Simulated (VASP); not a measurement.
Energy against volume of Li2Se (antifluorite). Level of theory: PW91 GGA, VASP's PBE PAW potentials (set 64) (plane waves; VASP 6.6.1). Numerical set-up: 520 eV cut-off, 6×6×6 Γ-centred mesh, Gaussian smearing of 0.050 eV, potentials Li_sv Se.

```tsv
V (Å³/atom)	E (eV/atom)
16.970	-3.72575
17.512	-3.73212
18.054	-3.73446
18.595	-3.73332
```

**Question.** Fit these four points and predict the energy of the run at 19.137 Å³/atom.

**Answer.** A cubic in V^(−2/3), the third-order Birch-Murnaghan form, passes through the four points with V0 = 18.13 Å³/atom and B0 = 34 GPa, and gives -3.7292 eV/atom there. The run gave -3.7292 eV/atom, -0.0 meV/atom from the fit; all five points give B0 = 34 GPa.

The compound is Li2Se in the antifluorite structure. It was relaxed first.
